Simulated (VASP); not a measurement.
Output of a VASP run:

File OSZICAR:
```
       N       E                     dE             d eps       ncg     rms          rms(c)
DAV:   1     0.105898651699E+02    0.10590E+02   -0.41685E+03  7340   0.109E+03
DAV:   2    -0.153370975430E+02   -0.25927E+02   -0.23941E+02  7054   0.134E+02
DAV:   3    -0.156821846730E+02   -0.34509E+00   -0.34348E+00  7826   0.217E+01
DAV:   4    -0.156842002664E+02   -0.20156E-02   -0.20154E-02  7679   0.153E+00
DAV:   5    -0.156842234560E+02   -0.23190E-04   -0.23190E-04  7591   0.149E-01    0.123E+01
DAV:   6    -0.141923314350E+02    0.14919E+01   -0.20623E+01  7471   0.728E+01    0.810E+00
DAV:   7    -0.143357620139E+02   -0.14343E+00   -0.30311E+00  8229   0.240E+01    0.517E+00
DAV:   8    -0.143432398154E+02   -0.74778E-02   -0.71717E-02  7892   0.271E+00    0.242E+00
DAV:   9    -0.143406945142E+02    0.25453E-02   -0.12906E-01  8316   0.415E+00    0.876E-01
DAV:  10    -0.143437311393E+02   -0.30366E-02   -0.10861E-02  7389   0.137E+00    0.223E-01
DAV:  11    -0.143440520923E+02   -0.32095E-03   -0.83390E-04  7675   0.453E-01    0.138E-01
DAV:  12    -0.143439776195E+02    0.74473E-04   -0.24056E-04  7725   0.216E-01    0.493E-02
DAV:  13    -0.143439738212E+02    0.37983E-05   -0.17070E-06  5706   0.164E-02    0.367E-02
DAV:  14    -0.143439709528E+02    0.28684E-05   -0.98145E-06  7412   0.313E-02    0.153E-02
DAV:  15    -0.143439691706E+02    0.17822E-05   -0.38568E-06  3722   0.269E-02    0.206E-03
DAV:  16    -0.143439691691E+02    0.15029E-08   -0.82454E-08  3537   0.405E-03
   1 F= -.13645421E+02 E0= -.13645342E+02  d E =-.136454E+02  mag=     2.6030
```

**OUTCAR**
```
------------------------ aborting loop because EDIFF is reached ----------------------------------------
  FORCE on cell =-STRESS in cart. coord.  units (eV):
  Direction    XX          YY          ZZ          XY          YZ          ZX
  --------------------------------------------------------------------------------------
  Total        0.7015869      0.7015869      0.7015869      0.0000000     -0.0000000      0.0000000
  in kB      100.4349858    100.4349858    100.4349858      0.0000000     -0.0000000      0.0000000
  external PRESSURE =       0.4349858 kB  Pullay stress =     100.0000000 kB
  volume of cell :       11.19
      direct lattice vectors                 reciprocal lattice vectors
    -1.409123379  1.409123379  1.409123379     0.000000000  0.354830533  0.354830533
     1.409123379 -1.409123379  1.409123379     0.354830533  0.000000000  0.354830533
     1.409123379  1.409123379 -1.409123379     0.354830533  0.354830533  0.000000000
 POSITION                                       TOTAL-FORCE (eV/Angst)
 -----------------------------------------------------------------------------------
      0.00000      0.00000      0.00000         0.000000     -0.000000      0.000000
 -----------------------------------------------------------------------------------
    total drift:                                0.000000     -0.000000      0.000000
  FREE ENERGIE OF THE ION-ELECTRON SYSTEM (eV)
  ---------------------------------------------------
  free  energy   TOTEN  =       -14.3439691691 eV

  energy  without entropy=      -14.3437326985  energy(sigma->0) =      -14.34389035
  enthalpy is  TOTEN    =       -13.6454208199 eV   P V=        0.6985483491

 total charge

# of ion       s       p       d       tot
------------------------------------------
    1        0.499   0.592   6.214   7.306

 magnetization (x)

# of ion       s       p       d       tot
------------------------------------------
    1       -0.013  -0.120   2.788   2.655

 reached required accuracy - stopping structural energy minimisation
```
(Selected blocks of OUTCAR.)

File POSCAR:
```
Fe
1
   -1.4091233795     1.4091233795     1.4091233795
    1.4091233795    -1.4091233795     1.4091233795
    1.4091233795     1.4091233795    -1.4091233795
Fe
1
Direct
  0.0000000000   0.0000000000   0.0000000000
```

Problem. Write an INCAR and KPOINTS that could have produced this output.

Solution. This is not unique; one that fits is the input of the run itself, r2SCAN meta-GGA, plane waves, VASP's PBE PAW potentials (set 64).

INCAR:
```
ALGO=Normal
EDIFF=1E-6
EDIFFG=-0.02
ENCUT=500
IBRION=2
ISIF=3
ISMEAR=1
ISPIN=2
LASPH=.True.
LCHARG=.False.
LMAXMIX=4
LMIXTAU=.True.
LORBIT=10
LREAL=.False.
LWAVE=.False.
MAGMOM=2.7
METAGGA=R2SCAN
NELM=100
NSW=40
PREC=Accurate
PSTRESS=100
SIGMA=0.1
SYSTEM=Fe
```

### KPOINTS
```
Regular mesh
0
gamma
 18 18 18
```

POTCAR, in this order: Fe (PBE.64 set). Program: vasp_std.

The compound is Fe in the bcc structure. It was relaxed first under an external pressure of 10 GPa.
